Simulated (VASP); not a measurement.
Given:

```
CELL_PARAMETERS angstrom
      2.02164    -3.50159     0.00000
      2.02164     3.50159     0.00000
      0.00000     0.00000     5.12659
ATOMIC_POSITIONS crystal
  Se 0.00000 0.24832 0.66667
  Se 0.75168 0.75168 0.00000
  Se 0.24832 0.00000 0.33333
```

These are PBEsol GGA, VASP's PBE PAW potentials (set 64) (plane waves; VASP) values and carry that method's errors. Numerical set-up: 480 eV cut-off, 6×6×4 Γ-centred mesh, Gaussian smearing of 0.050 eV, potentials Se.

Energy and stress use the plane-wave basis of the starting cell. Without a dispersion term in the relaxation, distances and binding between the weakly bound layers, chains or molecules are unreliable, and so is what depends on them.

Problem. The ions, cell shape and volume at an external pressure of 20.0 GPa are relaxed. What does this cell relax into?

Solution. 
```
CELL_PARAMETERS angstrom
      1.74655    -3.02512     0.00000
      1.74655     3.02512     0.00000
      0.00000     0.00000     5.15019
ATOMIC_POSITIONS crystal
  Se 0.00000 0.29373 0.66667
  Se 0.70627 0.70627 0.00000
  Se 0.29373 0.00000 0.33333
```
Space group P3_121 (152), at a tolerance of 0.03 Å.

Problem. How do energy and volume change from the first to the last step?

Solution. The energy (σ→0) changes by +263.7 meV/atom and the volume by -25.0 %, in 15 ionic steps.

The compound is Se in the trig structure. This run relaxes it under an external pressure of 20 GPa. Symmetry was kept, so distortions that lower it aren't found. The k-mesh is coarse (spacing up to 0.35 per Å, 2π included), so the numbers may not be converged in it.
